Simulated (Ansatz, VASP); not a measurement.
# Al7Ga25As32 (Al0.22Ga0.78As, zincblende alloy): VASP beside Ansatz, part 2 of 3

Aim: how closely do two programs agree when they are given the same cell, functional and k mesh? The cell is invented: As first built, before any earlier steps moved the atoms (in the runner's words): 2x2x2 conventional cells of the GaAs type (64 atoms: 7 Al, 25 Ga, 32 As); Ga/Al share their sites, the best of 600 random draws by like-pair counts in two shells; start lattice by linear mixing of the end members' cells; atoms moved at random by 0.02 A. It may not be a known or stable phase. Of the first pair: The structure shown is the start of the Ansatz relaxation below; VASP solves that cell, so the two are compared at the walk's first step.

VASP 6.6.1 and Ansatz 0.2.0.

So far: Starting point; Ansatz: relaxation, PBE.

**3. VASP: single point, PBE, start cell, pair 1**

Level of this step: PBE; plane waves and PAW (Al, Ga_d, As); invented cell (VASP).

The same cell, functional and mesh now go to VASP, with its own data sets.

Lines of VASP's logs that name or quote its potential files are left out, and so is its time.

INCAR

```
SYSTEM = Al7Ga25As32
PREC = Accurate
ENCUT = 400
EDIFF = 1E-06
NELM = 120
ISMEAR = 0
SIGMA = 0.01
LREAL = Auto
ALGO = Normal
GGA = PE
NBANDS = 304
LORBIT = 11
LWAVE = .FALSE.
LCHARG = .FALSE.
ISIF = 2
ISYM = 0
LASPH = .TRUE.
GGA_COMPAT = .FALSE.
EFERMI = MIDGAP
KPAR = 4
```

POSCAR

```
Al7Ga25As32
1.0
   11.3105200000      0.0000000000      0.0000000000
    0.0000000000     11.3105200000      0.0000000000
    0.0000000000      0.0000000000     11.3105200000
Al Ga As
7 25 32
Direct
    0.0003713357      0.2470620272      0.7512917178
    0.2496525359      0.2497939971      0.4976075371
    0.2498912517      0.4997206141      0.2498912517
    0.2516683583      0.7524941382      0.5002334110
    0.4995968355      0.2519601221      0.2486092593
    0.7498417403      0.2503775246      0.5004190789
    0.4987480682      0.4995261049      0.9997329919
    0.9995031175      0.9975315016      0.9999893904
    0.9963732879      0.2492812002      0.2526939522
    0.2509433695      0.0002121918      0.2478312226
    0.2546478853      0.2511378787      0.9979028374
    0.9966827343      0.0012996750      0.4975191238
    0.2495729639      0.9999982317      0.7513712897
    0.0005304796      0.5019132631      0.9984598409
    0.0013792469      0.7515039096      0.2501918568
    0.2498824104      0.7545983739      0.0000884133
    0.0019804571      0.5005782228      0.4981733819
    0.9971336420      0.7490990688      0.7497621683
    0.2528707787      0.4985712416      0.7503191719
    0.4971477881      0.0020158224      0.0039609143
    0.7477640285      0.9953565353      0.2503421593
    0.7496207071      0.2503510007      0.9998567705
    0.4995791529      0.0009371806      0.4997382967
    0.5026736171      0.2475836655      0.7524322489
    0.7504341091      0.9993439736      0.7464378296
    0.5021785028      0.7481265229      0.2496436945
    0.7501423454      0.5000300605      0.2498912517
    0.7504871571      0.7496737551      0.9999717078
    0.4996587248      0.4982883192      0.4979258248
    0.4985624003      0.7472777556      0.7495941831
    0.7504075852      0.5009937651      0.7529096805
    0.7490813862      0.7511325739      0.4989425774
    0.1237874121      0.1230005340      0.3751993719
    0.1258739651      0.3737759183      0.1234426003
    0.3756768035      0.1232569325      0.1266608432
    0.3739173796      0.3772594010      0.3774185449
    0.1235310136      0.1283672192      0.8750526059
    0.1250517218      0.3764459989      0.6252320848
    0.3774185449      0.1260773156      0.6263726159
    0.3750490694      0.3735283612      0.8753974176
    0.1232569325      0.6238705205      0.3765609362
    0.1278278983      0.8766617273      0.1264309687
    0.3747042576      0.6269384608      0.1280666141
    0.3762514898      0.8744779197      0.3756591209
    0.1282964886      0.6247811772      0.8713657727
    0.1243178917      0.8748227314      0.6260543282
    0.3773831796      0.6260631695      0.6251436716
    0.3724674020      0.8791196161      0.8685542309
    0.6230217532      0.1262364595      0.3746423683
    0.6239589338      0.3745716377      0.1267580978
    0.8749023033      0.1274123559      0.1258120758
    0.8739209161      0.3764636816      0.3752612612
    0.6252232435      0.1234072350      0.8743983477
    0.6221287792      0.3718838745      0.6269473022
    0.8749023033      0.1233983937      0.6237821073
    0.8770861110      0.3744390178      0.8759897865
    0.6264433465      0.6283265491      0.3730862949
    0.6255415312      0.8762196610      0.1269260830
    0.8754327829      0.6241711256      0.1260684743
    0.8740004880      0.8743541411      0.3739527449
    0.6264610292      0.6245601440      0.8752117498
    0.6244098415      0.8788278523      0.6277872282
    0.8737706136      0.6244186828      0.6232958343
    0.8763699635      0.8750702885      0.8737617722
```

KPOINTS

```
Points of the shifted mesh
8
Reciprocal
 0.2500000000  0.2500000000  0.2500000000 1
 0.2500000000  0.2500000000  0.7500000000 1
 0.2500000000  0.7500000000  0.2500000000 1
 0.2500000000  0.7500000000  0.7500000000 1
 0.7500000000  0.2500000000  0.2500000000 1
 0.7500000000  0.2500000000  0.7500000000 1
 0.7500000000  0.7500000000  0.2500000000 1
 0.7500000000  0.7500000000  0.7500000000 1
```

PAW data sets: Al, Ga_d and As (PBE family, release 64).

The run is started by

```
$ mpirun -np 8 vasp_std
```

Numbers of over 12 decimals in the logs are rounded to 6 here.

The program printed:

```text
[banner, memory and clock lines left out]
running    8 mpi-ranks, on    1 nodes
[...]
|                                                                             |
|           W    W    AA    RRRRR   N    N  II  N    N   GGGG   !!!           |
|           W    W   A  A   R    R  NN   N  II  NN   N  G    G  !!!           |
|           W    W  A    A  R    R  N N  N  II  N N  N  G       !!!           |
|           W WW W  AAAAAA  RRRRR   N  N N  II  N  N N  G  GGG   !            |
|           WW  WW  A    A  R   R   N   NN  II  N   NN  G    G                |
|           W    W  A    A  R    R  N    N  II  N    N   GGGG   !!!           |
|                                                                             |
|     For optimal performance we recommend to set                             |
|       NCORE = 2 up to number-of-cores-per-socket                            |
|     NCORE specifies how many cores store one orbital (NPAR=cpu/NCORE).      |
|     This setting can greatly improve the performance of VASP for DFT.       |
|     The default, NCORE=1 might be grossly inefficient on modern             |
|     multi-core architectures or massively parallel machines. Do your        |
|     Unfortunately you need to use the default for GW and RPA                |
|     calculations (for HF NCORE is supported but not extensively tested      |
|     yet).                                                                   |
|                                                                             |

 LDA part: xc-table for (Slater+PW92), standard interpolation
 POSCAR, INCAR and KPOINTS ok, starting setup
[...]
entering main loop
       N       E                     dE             d eps       ncg     rms          rms(c)
DAV:   1     0.538349668853E+04    0.53835E+04   -0.16916E+05  4912   0.186E+03
DAV:   2     0.827462367557E+03   -0.45560E+04   -0.44415E+04  5400   0.528E+02
DAV:   3    -0.157266714252E+03   -0.98473E+03   -0.90838E+03  5920   0.189E+02
DAV:   4    -0.269727603619E+03   -0.11246E+03   -0.10993E+03  6016   0.594E+01
[...]
DAV:  15    -0.271265577328E+03    0.43621E-06   -0.11567E-04  6856   0.124E-01    0.671E-03
DAV:  16    -0.271265584009E+03   -0.66817E-05   -0.90094E-05  5592   0.346E-02    0.637E-03
DAV:  17    -0.271265583983E+03    0.26681E-07   -0.80645E-06  4504   0.251E-02
   1 F= -.27126558E+03 E0= -.27126558E+03  d E =0.000000E+00
```

From OUTCAR (step 3):

```text
  Total       29.8814142     29.6739795     29.7681396      1.3381648      0.2179726      1.4052595
  in kB       33.0875045     32.8578134     32.9620763      1.4817416      0.2413597      1.5560352
  external PRESSURE =      32.9691314 kB  Pullay stress =       0.0000000 kB

 POSITION                                       TOTAL-FORCE (eV/Angst)
 -----------------------------------------------------------------------------------
      0.00420      2.79440      8.49750        -0.139730      0.400374     -0.388159
      2.82370      2.82530      5.62820        -0.019011     -0.070998      0.424916
      2.82640      5.65210      2.82640        -0.216949      0.027488      0.009251
      2.84650      8.51110      5.65790        -0.279542     -0.239494      0.092699
      5.65070      2.84980      2.81190        -0.154366     -0.090794      0.373437
      8.48110      2.83190      5.66000        -0.124687     -0.053205      0.002574
      5.64110      5.64990     11.30750         0.054442      0.168571      0.193005
     11.30490     11.28260     11.31040         0.094595      0.422653      0.121879
     11.26950      2.81950      2.85810         0.421449      0.168904     -0.217903
      2.83830      0.00240      2.80310         0.012879     -0.031973      0.503160
      2.88020      2.84050     11.28680        -0.479535     -0.295244      0.339422
     11.27300      0.01470      5.62720         0.307489     -0.392606      0.234572
      2.82280     11.31050      8.49840        -0.429605      0.561352     -0.491086
      0.00600      5.67690     11.29310         0.252782     -0.041166      0.054299
[...]
-----------------------------------------------------------------------------------
    total drift:                                0.012933     -0.032485      0.001020

  FREE ENERGIE OF THE ION-ELECTRON SYSTEM (eV)
  ---------------------------------------------------
  free  energy   TOTEN  =      -271.2655839826 eV

  energy  without entropy=     -271.2655839826  energy(sigma->0) =     -271.26558398

[... 2 further parts left out ...]
```

The run ends at a pressure of 3.30 GPa, with forces up to 1.2 eV/Å.

**4. Differences**

Known differences besides the potentials themselves: fixed occupations in Ansatz, narrow Gaussian smearing in VASP; the data sets hold 826 valence electrons in Ansatz (on its default PAW (the set named soft_2) files) and 506 in VASP; the cutoff is 420 eV in Ansatz and 400 eV in VASP (PREC = Accurate, projectors in real space). Total energies have different zeros and are not compared.

Forces on 10 of the 64 atoms, those with the largest forces and the largest differences (eV/Å; atoms numbered as in POSCAR):

| atom | Ansatz x, y, z | VASP x, y, z |
| --- | --- | --- |
| Ga13 | -0.426, 0.557, -0.488 | -0.430, 0.561, -0.491 |
| Ga20 | 0.279, -0.402, -0.565 | 0.281, -0.405, -0.570 |
| Ga21 | 0.252, 0.762, 0.084 | 0.255, 0.768, 0.083 |
| As41 | 0.515, 0.370, -0.228 | 0.515, 0.367, -0.225 |
| As43 | -0.050, -0.148, -0.477 | -0.055, -0.154, -0.483 |
| As48 | 0.577, -0.493, 0.925 | 0.579, -0.486, 0.928 |
| As56 | -0.164, -0.017, -0.127 | -0.156, -0.022, -0.126 |
| As57 | -0.067, -0.545, 0.294 | -0.066, -0.555, 0.298 |
| As58 | -0.269, -0.347, -0.501 | -0.268, -0.346, -0.499 |
| As62 | -0.169, -0.628, -0.431 | -0.174, -0.633, -0.432 |

The forces differ by 2.9 meV/Å r.m.s., which is 1.0 % of the r.m.s. force of 0.276 eV/Å (both taken over all components).

**5. Ansatz: relaxation, PBE**

This run makes the geometry at which the two programs are then compared. The cell compared in this pair holds 1514.41 Å³, against 1446.93 Å³ for the pair before.

The structure compared here is the end of the Ansatz relaxation.

input.yaml

```yaml
crystal:
  lattice:
    - [11.31052, 0.0, 0.0]
    - [0.0, 11.31052, 0.0]
    - [0.0, 0.0, 11.31052]
  atoms:
    - { symbol: Al, position: [0.00037, 0.24706, 0.75129] }
    - { symbol: Al, position: [0.24965, 0.24979, 0.49761] }
    - { symbol: Al, position: [0.24989, 0.49972, 0.24989] }
    - { symbol: Al, position: [0.25167, 0.75249, 0.50023] }
    - { symbol: Al, position: [0.4996, 0.25196, 0.24861] }
    - { symbol: Al, position: [0.74984, 0.25038, 0.50042] }
    - { symbol: Al, position: [0.49875, 0.49953, 0.99973] }
    - { symbol: Ga, position: [0.9995, 0.99753, 0.99999] }
    - { symbol: Ga, position: [0.99637, 0.24928, 0.25269] }
    - { symbol: Ga, position: [0.25094, 0.00021, 0.24783] }
    - { symbol: Ga, position: [0.25465, 0.25114, 0.9979] }
    - { symbol: Ga, position: [0.99668, 0.0013, 0.49752] }
    - { symbol: Ga, position: [0.24957, 1.0, 0.75137] }
    - { symbol: Ga, position: [0.00053, 0.50191, 0.99846] }
    - { symbol: Ga, position: [0.00138, 0.7515, 0.25019] }
    - { symbol: Ga, position: [0.24988, 0.7546, 9.0e-05] }
    - { symbol: Ga, position: [0.00198, 0.50058, 0.49817] }
    - { symbol: Ga, position: [0.99713, 0.7491, 0.74976] }
    - { symbol: Ga, position: [0.25287, 0.49857, 0.75032] }
    - { symbol: Ga, position: [0.49715, 0.00202, 0.00396] }
    - { symbol: Ga, position: [0.74776, 0.99536, 0.25034] }
    - { symbol: Ga, position: [0.74962, 0.25035, 0.99986] }
    - { symbol: Ga, position: [0.49958, 0.00094, 0.49974] }
    - { symbol: Ga, position: [0.50267, 0.24758, 0.75243] }
    - { symbol: Ga, position: [0.75043, 0.99934, 0.74644] }
    - { symbol: Ga, position: [0.50218, 0.74813, 0.24964] }
    - { symbol: Ga, position: [0.75014, 0.50003, 0.24989] }
    - { symbol: Ga, position: [0.75049, 0.74967, 0.99997] }
    - { symbol: Ga, position: [0.49966, 0.49829, 0.49793] }
    - { symbol: Ga, position: [0.49856, 0.74728, 0.74959] }
    - { symbol: Ga, position: [0.75041, 0.50099, 0.75291] }
    - { symbol: Ga, position: [0.74908, 0.75113, 0.49894] }
    - { symbol: As, position: [0.12379, 0.123, 0.3752] }
    - { symbol: As, position: [0.12587, 0.37378, 0.12344] }
    - { symbol: As, position: [0.37568, 0.12326, 0.12666] }
    - { symbol: As, position: [0.37392, 0.37726, 0.37742] }
    - { symbol: As, position: [0.12353, 0.12837, 0.87505] }
    - { symbol: As, position: [0.12505, 0.37645, 0.62523] }
    - { symbol: As, position: [0.37742, 0.12608, 0.62637] }
    - { symbol: As, position: [0.37505, 0.37353, 0.8754] }
    - { symbol: As, position: [0.12326, 0.62387, 0.37656] }
    - { symbol: As, position: [0.12783, 0.87666, 0.12643] }
    - { symbol: As, position: [0.3747, 0.62694, 0.12807] }
    - { symbol: As, position: [0.37625, 0.87448, 0.37566] }
    - { symbol: As, position: [0.1283, 0.62478, 0.87137] }
    - { symbol: As, position: [0.12432, 0.87482, 0.62605] }
    - { symbol: As, position: [0.37738, 0.62606, 0.62514] }
    - { symbol: As, position: [0.37247, 0.87912, 0.86855] }
    - { symbol: As, position: [0.62302, 0.12624, 0.37464] }
    - { symbol: As, position: [0.62396, 0.37457, 0.12676] }
    - { symbol: As, position: [0.8749, 0.12741, 0.12581] }
    - { symbol: As, position: [0.87392, 0.37646, 0.37526] }
    - { symbol: As, position: [0.62522, 0.12341, 0.8744] }
    - { symbol: As, position: [0.62213, 0.37188, 0.62695] }
    - { symbol: As, position: [0.8749, 0.1234, 0.62378] }
    - { symbol: As, position: [0.87709, 0.37444, 0.87599] }
    - { symbol: As, position: [0.62644, 0.62833, 0.37309] }
    - { symbol: As, position: [0.62554, 0.87622, 0.12693] }
    - { symbol: As, position: [0.87543, 0.62417, 0.12607] }
    - { symbol: As, position: [0.874, 0.87435, 0.37395] }
    - { symbol: As, position: [0.62646, 0.62456, 0.87521] }
    - { symbol: As, position: [0.62441, 0.87883, 0.62779] }
    - { symbol: As, position: [0.87377, 0.62442, 0.6233] }
    - { symbol: As, position: [0.87637, 0.87507, 0.87376] }
kpoints:
  mp_grid: { grid: [2, 2, 2], shift: [0.5, 0.5, 0.5] }
hamiltonian:
  xc: pbe
scf:
  occupations: { method: fixed }
output:
  forces: true
  stress: true
relax:
  f_tol: 0.02
  max_steps: 45
  cell: { stress_tol: 0.1 }
```

The run is started by

```
$ ansatz run input.yaml --threads 8 --pin off --max-ram 15360MiB --backend cpu --events-out ev --progress --plain --runs-dir out
```

The program printed:

```text
[...]
Crystal: 64 atoms, lattice volume = 1446.931 Å³
Basis set: ecut = 420 eV, 28353 PW (Γ), exchange–correlation on 160×160×160 points (8 copies of the dense FFT grid, shifted against one another)
Bands: 496, of which v1, the nominal top of the filled ones, is band 413 counted from 1 (412 counted from 0)
Symmetry: 1 space group operations
[...]
k-points: 4 of 8 (time reversal used)
[...]
- { symbol: As, position: [0.375299, 0.125724, 0.125450] }
    - { symbol: As, position: [0.374706, 0.374814, 0.374537] }
    - { symbol: As, position: [0.124845, 0.125696, 0.874685] }
    - { symbol: As, position: [0.125070, 0.374502, 0.625014] }
    - { symbol: As, position: [0.374490, 0.125580, 0.624696] }
    - { symbol: As, position: [0.375508, 0.375474, 0.875412] }
[...]
- { symbol: As, position: [0.624617, 0.624803, 0.875339] }
    - { symbol: As, position: [0.624819, 0.875217, 0.624933] }
    - { symbol: As, position: [0.874940, 0.625116, 0.624963] }
    - { symbol: As, position: [0.875009, 0.875208, 0.875029] }
[key lines of the parts left out:]
P = ⅓ Tr σ = -0.0030 GPa (-0.030 kbar)
```

(Continued in part 3 of 3.)

[Lines on the potential files, build, host, timing and source positions are cut from VASP's logs without a mark.]

[Logs are printed without paths, hosts, clocks, repeated set-up lines and the standing remarks that a program may print on its own settings, such as how far it seeks lower states.]

[Hosts, paths, dates, database ids (printed as entryN), source tags and the programs' standing remarks are cut or masked in the printed files.]
